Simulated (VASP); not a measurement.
# What goes wrong when NbAs is relaxed with a bad input, part 2 of 2

Some relaxations of NbAs get a fault in the input on purpose. Which of them show, and how? The starting structure is a measured crystal structure from the Crystallography Open Database. The first relaxation on each setting starts from this cell expanded by 3 % in volume.

VASP 6.6.1.

Results so far: reference 17.15 Å³ an atom; a loose energy criterion for the relaxation 17.17 Å³ an atom.

### Step 5. Relaxation with one electron too many

Level of this step: PBEsol; plane waves and PAW (Nb_sv, As) (VASP).

A slip made on purpose: one electron too many. Against step 2 the input has NELECT = 37 (also changed: NELM).

File INCAR:

```
SYSTEM = NbAs
PREC = Accurate
ENCUT = 450
EDIFF = 1E-06
NELM = 60
ISMEAR = 1
SIGMA = 0.15
LREAL = .FALSE.
ALGO = Normal
GGA = PS
NBANDS = 24
LASPH = .TRUE.
LORBIT = 11
LWAVE = .FALSE.
LCHARG = .FALSE.
KPAR = 16
IBRION = 2
NSW = 50
ISIF = 3
EDIFFG = -0.006
NELECT = 37
```

File POSCAR:

```
NbAs
1.0
   -1.7429387351      1.7429387351      5.8978255429
    1.7429387351     -1.7429387351      5.8978255429
    1.7429387351      1.7429387351     -5.8978255429
Nb As
2 2
Direct
    0.5000000000      0.0000000000      0.5000000000
    0.7500000000      0.7500000000      0.0000000000
    0.9160000000      0.4160000000      0.5000000000
    0.1660000000      0.1660000000      0.0000000000
```

File KPOINTS:

```
Automatic mesh
0
Gamma
14 14 14
0 0 0
```

PAW data sets: Nb_sv and As (PBE family, release 64).

Command:

```sh
$ mpirun -np 16 vasp_std
```

The log of the run:

```text
[... set-up lines as in an earlier step ...]
 entering main loop
       N       E                     dE             d eps       ncg     rms          rms(c)
DAV:   1     0.337899634444E+03    0.33790E+03   -0.18199E+04 11768   0.134E+03
DAV:   2     0.110093289801E+01   -0.33680E+03   -0.33082E+03 14456   0.497E+02
DAV:   3    -0.250962023178E+02   -0.26197E+02   -0.25919E+02 21232   0.102E+02
DAV:   4    -0.266886684621E+02   -0.15925E+01   -0.15870E+01 17712   0.219E+01
DAV:   5    -0.267404462024E+02   -0.51778E-01   -0.51760E-01 19480   0.401E+00BRMIX: very serious problems
 the old and the new charge density differ
 old charge density:    36.00000 new   37.00000
BRMIX: very serious problems
 the old and the new charge density differ
 old charge density:    36.00000 new   37.00000
BRMIX: very serious problems
 the old and the new charge density differ
 old charge density:    36.00000 new   37.00000
BRMIX: very serious problems
 the old and the new charge density differ
 old charge density:    36.00000 new   37.00000
BRMIX: very serious problems
 the old and the new charge density differ
[...]
DAV:  10    -0.254664496191E+02   -0.77206E-04   -0.11875E-03 16776   0.315E-01    0.311E-02
DAV:  11    -0.254664326708E+02    0.16948E-04   -0.86844E-05 16760   0.712E-02    0.155E-02
DAV:  12    -0.254664302062E+02    0.24646E-05   -0.66593E-06 15584   0.213E-02    0.412E-03
DAV:  13    -0.254664298167E+02    0.38940E-06   -0.42038E-07 11528   0.702E-03
   1 F= -.25466430E+02 E0= -.25466690E+02  d E =-.254664E+02
[... from here on, the cycles between the ionic steps are left out ...]
   2 F= -.25324945E+02 E0= -.25325472E+02  d E =0.141485E+00
   3 F= -.26132687E+02 E0= -.26133014E+02  d E =-.666257E+00
   4 F= -.26133504E+02 E0= -.26133826E+02  d E =-.667074E+00
   5 F= -.26133449E+02 E0= -.26133769E+02  d E =-.667019E+00
   6 F= -.26145138E+02 E0= -.26145464E+02  d E =-.116891E-01
   7 F= -.26147129E+02 E0= -.26147503E+02  d E =-.136802E-01
   8 F= -.26147318E+02 E0= -.26147701E+02  d E =-.189342E-03
   9 F= -.26147557E+02 E0= -.26147936E+02  d E =-.427957E-03
  10 F= -.26147643E+02 E0= -.26148017E+02  d E =-.862825E-04
[...]
soft stop encountered!  aborting job ...
  11 F= -.26147664E+02 E0= -.26148034E+02  d E =-.107415E-03
[...]
reached required accuracy - stopping structural energy minimisation
 deleting file STOPCAR
```

Run time: 6.8 min. Hardware: 16 MPI ranks of Intel Xeon 6975P-C (Granite Rapids), shared host; peak memory 10 GiB.

Logs of long relaxations may skip ionic steps without a mark.

The run was stopped at its time limit, after 11 ionic steps.

### Step 6. Relaxation with a cutoff far too low

A slip made on purpose: a cutoff far too low. Against step 2 the input has PREC = Normal and ENCUT = 160 (also changed: NELM).

Edit INCAR of step 5 so:

```diff
@@ -1,4 +1,4 @@
 SYSTEM = NbAs
-PREC = Accurate
-ENCUT = 450
+PREC = Normal
+ENCUT = 160
 EDIFF = 1E-06
@@ -20,2 +20 @@
 EDIFFG = -0.006
-NELECT = 37
```

POSCAR is that of step 5.

KPOINTS is that of step 5.

Command:

```sh
$ mpirun -np 16 vasp_std
```

The log of the run:

```text
[... set-up lines as in an earlier step ...]
 entering main loop
       N       E                     dE             d eps       ncg     rms          rms(c)
DAV:   1     0.119258266721E+03    0.11926E+03   -0.10870E+04 14368   0.629E+02
DAV:   2    -0.280350755980E+02   -0.14729E+03   -0.14457E+03 14984   0.221E+02
DAV:   3    -0.380812461037E+02   -0.10046E+02   -0.10016E+02 17600   0.447E+01
DAV:   4    -0.383290138739E+02   -0.24777E+00   -0.24767E+00 15072   0.714E+00
[...]
DAV:  11    -0.316989159939E+02    0.13774E-03   -0.18853E-03 16400   0.223E-01    0.404E-02
DAV:  12    -0.316988723619E+02    0.43632E-04   -0.22443E-04 15192   0.818E-02    0.639E-03
DAV:  13    -0.316988720453E+02    0.31653E-06   -0.58649E-06 13560   0.116E-02
   1 F= -.31698872E+02 E0= -.31698996E+02  d E =-.316989E+02
[...]
-----------------------------------------------------------------------------
|                                                                             |
|     EEEEEEE  RRRRRR   RRRRRR   OOOOOOO  RRRRRR      ###     ###     ###     |
[...]
|     E        R    R   R    R   O     O  R    R      ###     ###     ###     |
|     EEEEEEE  R     R  R     R  OOOOOOO  R     R     ###     ###     ###     |
|                                                                             |
|     Orbital orthonormalization failed in the inversion of matrix            |
|     LAPACK: Routine ZPOTRF failed! kpoint: 33 spin: 1                       |
|                                                                             |
|     Possible solutions for this issue are:                                  |
|     - Please check whether the atoms are too close to each other.           |
|     - Decreasing POTIM might help during relaxations or MDs.                |
|     - Deleting CHGCAR or WAVECAR if incompatible with the structure.        |
|     - Try calculating without symmetrizing (ISYM = 0 or ISYM = -1).         |
|     - As last resort: using a different PAW for some of the atoms.          |
|                                                                             |
|       ---->  I REFUSE TO CONTINUE WITH THIS SICK JOB ... BYE!!! <----       |
|                                                                             |
 -----------------------------------------------------------------------------

1
1
1
1
1
1
1
1
1
1
1
1
1
1
1
1
```

The job ended after 12 s (16 MPI ranks).

VASP stopped with this message: “Orbital orthonormalization failed in the inversion of matrix LAPACK: Routine ZPOTRF failed! kpoint: 33 spin: 1”.

### Step 7. Comparison

```tsv
run	ended	volume (Å³/atom)	change (%)	pressure left (GPa)	core minutes
reference	converged	17.15	-	-0.03	81.4
a loose energy criterion for the relaxation	converged	17.169	0.11	-0.02	44.0
too few ionic steps	not converged	-	-	-	28.3
one electron too many	cut off by time	-	-	-	108.0
a cutoff far too low	stopped by VASP	-	-	-	3.15
```

Core minutes are wall time times ranks, summed over the relaxations behind a row (those for a bulk modulus apart), on shared hosts.

### Step 8. Outcome

```json
{
  "volume of the reference": "17.15 Å³/atom",
  "volume against the reference, a loose energy criterion for the relaxation": "+0.11 %",
  "run with too few ionic steps": "not converged",
  "run with one electron too many": "cut off by time",
  "run with a cutoff far too low": "stopped by VASP"
}
```

VASP stopped by itself in the run with a cutoff far too low. The run with too few ionic steps didn't converge. The run with one electron too many was cut off by time, so it gives no result to compare. The log of the run with one electron too many holds a warning on the charge density. Finished, but with signs in the output that stand out against the reference: a loose energy criterion for the relaxation, with the volume changed by +0.1 %, a by -0.2 % and c by +0.5 % (signs: a stress of up to 0.2 GPa and forces of up to 0.18 eV/Å). The reference was restarted once and the runs with a slip weren't, so their cells may not have settled fully. Further runs on this material are not shown.

[Lines on the potential files, build, host, timing and source positions are cut from VASP's logs without a mark.]

[Logs are printed without paths, hosts, clocks, repeated set-up lines and the standing remarks that a program may print on its own settings, such as how far it seeks lower states.]

[Hosts, paths, dates, database ids (printed as entryN), source tags and the programs' standing remarks are cut or masked in the printed files.]
